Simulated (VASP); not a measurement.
Method: PBE GGA, VASP's PBE PAW potentials (set 64) (plane waves; VASP).

Input for VASP

**KPOINTS**
```
Regular mesh
0
G
 8 8 4
```

### INCAR
```
! general
SYSTEM  = ZnS
PREC    = Normal
ENCUT   = 400
LREAL   = .FALSE.   ! projection in real space or not
LASPH   = .TRUE.

! electronic loop
EDIFF   = 1E-5   ! SCF stop (eV)
NELM    = 100   ! most electronic steps
NELMIN  = 4
ALGO    = Fast
LMAXMIX = 4   ! l cut-off of mixed one-centre charges

! smearing
ISMEAR  = 0   ! Gaussian
SIGMA   = 0.05

! functional
GGA     = PE   ! PBE

! ions
IBRION  = 2
NSW     = 20
ISIF    = 2   ! forces and stress, cell fixed
EDIFFG  = -0.03

! output
LWAVE   = .FALSE.
LCHARG  = .FALSE.
```

### POSCAR
```
ZnS
1.0
  3.8471930362   0.0000000000   0.0000000000
 -1.9235965181   3.3317664052   0.0000000000
  0.0000000000   0.0000000000   6.3047121712
Zn S
2 2
Cartesian
 -0.0000019236   2.2211787141   0.0008826597
  1.9235984417   1.1105876911   3.1532387453
 -0.0000019236   2.2211787141   2.3633844045
  1.9235984417   1.1105876911   5.5157404901
```

POTCAR, in this order: Zn S (PBE.64 set). Program: vasp_std.

The resulting files:

File OUTCAR:
```
 ion  position               nearest neighbor table
   1  0.333  0.667  0.000-   4 2.36   4 2.36   4 2.36   3 2.36
   2  0.667  0.333  0.500-   3 2.36   3 2.36   3 2.36   4 2.36
   3  0.333  0.667  0.375-   2 2.36   2 2.36   2 2.36   1 2.36
   4  0.667  0.333  0.875-   1 2.36   1 2.36   1 2.36   2 2.36
  LATTYP: Found a hexagonal cell.
 ALAT       =     3.8471930362
 C/A-ratio  =     1.6387823829
 Subroutine PRICEL returns:
 Original cell was already a primitive cell.
 Subroutine GETGRP returns: Found 12 space group operations
The static configuration has the point symmetry C_3v.
 The point group associated with its full space group is C_6v.
The dynamic configuration has the point symmetry C_3v.
 Subroutine INISYM returns: Found 12 space group operations
 Subroutine IBZKPT returns following result:
 Found     30 irreducible k-points:

 Following reciprocal coordinates:
            Coordinates               Weight
  0.000000  0.000000  0.000000      1.000000
  0.125000  0.000000  0.000000      6.000000
  0.250000  0.000000  0.000000      6.000000
  0.375000  0.000000  0.000000      6.000000
  0.500000  0.000000  0.000000      3.000000
  0.125000  0.125000  0.000000      6.000000
  0.250000  0.125000  0.000000     12.000000
  0.375000  0.125000  0.000000     12.000000
  0.250000  0.250000  0.000000      6.000000
  0.375000  0.250000  0.000000      6.000000
  0.000000  0.000000  0.250000      2.000000
  0.125000  0.000000  0.250000     12.000000
  0.250000  0.000000  0.250000     12.000000
  0.375000  0.000000  0.250000     12.000000
  0.500000  0.000000  0.250000      6.000000
  0.125000  0.125000  0.250000     12.000000
  0.250000  0.125000  0.250000     24.000000
  0.375000  0.125000  0.250000     24.000000
  0.250000  0.250000  0.250000     12.000000
  0.375000  0.250000  0.250000     12.000000
...
```

**OSZICAR**
```
       N       E                     dE             d eps       ncg     rms          rms(c)
DAV:   1     0.209978033305E+03    0.20998E+03   -0.15139E+04  1320   0.164E+03
DAV:   2     0.406261377503E+01   -0.20592E+03   -0.20046E+03  1410   0.337E+02
DAV:   3    -0.141620152346E+02   -0.18225E+02   -0.18139E+02  1602   0.106E+02
DAV:   4    -0.145377731787E+02   -0.37576E+00   -0.37547E+00  1554   0.161E+01
DAV:   5    -0.145453080448E+02   -0.75349E-02   -0.75344E-02  1636   0.217E+00    0.961E+00
RMM:   6    -0.137200818749E+02    0.82523E+00   -0.24376E+00  1320   0.129E+01    0.765E+00
RMM:   7    -0.136837550725E+02    0.36327E-01   -0.10377E+00  1320   0.771E+00    0.305E+00
RMM:   8    -0.136965321654E+02   -0.12777E-01   -0.20690E-01  1325   0.353E+00    0.150E+00
RMM:   9    -0.136903526303E+02    0.61795E-02   -0.56570E-02  1320   0.247E+00    0.513E-01
RMM:  10    -0.136902672080E+02    0.85422E-04   -0.18017E-02  1346   0.130E+00    0.182E-01
RMM:  11    -0.136905885159E+02   -0.32131E-03   -0.49397E-03  1535   0.522E-01    0.179E-01
RMM:  12    -0.136906016867E+02   -0.13171E-04   -0.81983E-04  1371   0.238E-01    0.630E-02
RMM:  13    -0.136906143021E+02   -0.12615E-04   -0.14386E-04  1175   0.778E-02    0.788E-02
RMM:  14    -0.136906168512E+02   -0.25491E-05   -0.21816E-05   879   0.335E-02
   1 F= -.13690617E+02 E0= -.13690617E+02  d E =-.136906E+02
```

OUTCAR:
```
------------------------ aborting loop because EDIFF is reached ----------------------------------------
  FORCE on cell =-STRESS in cart. coord.  units (eV):
  Direction    XX          YY          ZZ          XY          YZ          ZX
  --------------------------------------------------------------------------------------
  Total       -0.0463238     -0.0463238     -0.0079722      0.0000000     -0.0000000      0.0000000
  in kB       -0.9183985     -0.9183982     -0.1580539      0.0000000     -0.0000000      0.0000000
  external PRESSURE =      -0.6649502 kB  Pullay stress =       0.0000000 kB
  volume of cell :       80.81
      direct lattice vectors                 reciprocal lattice vectors
     3.847193036  0.000000000  0.000000000     0.259929770  0.150070545  0.000000000
    -1.923596518  3.331766405  0.000000000     0.000000000  0.300141090  0.000000000
     0.000000000  0.000000000  6.304712171     0.000000000  0.000000000  0.158611523
  FREE ENERGIE OF THE ION-ELECTRON SYSTEM (eV)
  ---------------------------------------------------
  free  energy   TOTEN  =       -13.6906168512 eV

  energy  without entropy=      -13.6906168512  energy(sigma->0) =      -13.69061685

 reached required accuracy - stopping structural energy minimisation
```
(Selected blocks of OUTCAR.)

File OUTCAR:
```
 val. band max:        1.9040368804   @ k =   0.0000   0.0000   0.0000

 cond. band min:       3.9825753820   @ k =   0.0000   0.0000   0.0000


 Fermi energy:         2.1149855038

 k-point     1 :       0.0000    0.0000    0.0000
  band No.  band energies     occupation
      1     -11.0973      2.00000
      2     -10.2090      2.00000
      3      -4.3433      2.00000
      4      -4.3328      2.00000
      5      -4.3328      2.00000
      6      -4.2548      2.00000
      7      -4.2548      2.00000
      8      -3.9153      2.00000
      9      -3.9153      2.00000
     10      -3.8432      2.00000
     11      -3.8432      2.00000
     12      -3.6910      2.00000
     13      -3.2517      2.00000
     14       1.0493      2.00000
     15       1.0493      2.00000
     16       1.8336      2.00000
     17       1.9040      2.00000
     18       1.9040      2.00000
     19       3.9826      0.00000
     20       4.9492      0.00000
     21       8.2306      0.00000
     22       8.2586      0.00000

 k-point     2 :       0.1250    0.0000    0.0000
  band No.  band energies     occupation
      1     -10.9973      2.00000
      2     -10.1538      2.00000
      3      -4.3412      2.00000
      4      -4.3201      2.00000
      5      -4.3131      2.00000
      6      -4.2427      2.00000
      7      -4.2264      2.00000
      8      -3.9281      2.00000
      9      -3.9158      2.00000
     10      -3.8879      2.00000
     11      -3.8386      2.00000
     12      -3.6574      2.00000
     13      -3.1073      2.00000
     14       0.2978      2.00000
     15       0.8210      2.00000
     16       1.0433      2.00000
     17       1.7035      2.00000
     18       1.7788      2.00000
     19       4.7626      0.00000
     20       5.6205      0.00000
     21       7.8149      0.00000
     22       8.5181      0.00000

 k-point     3 :       0.2500    0.0000    0.0000
  band No.  band energies     occupation
      1     -10.7297      2.00000
...
```

The structure comes from a computed database's ZnS entry (P6_3mc); how it stands against other phases isn't given here. It was relaxed first.
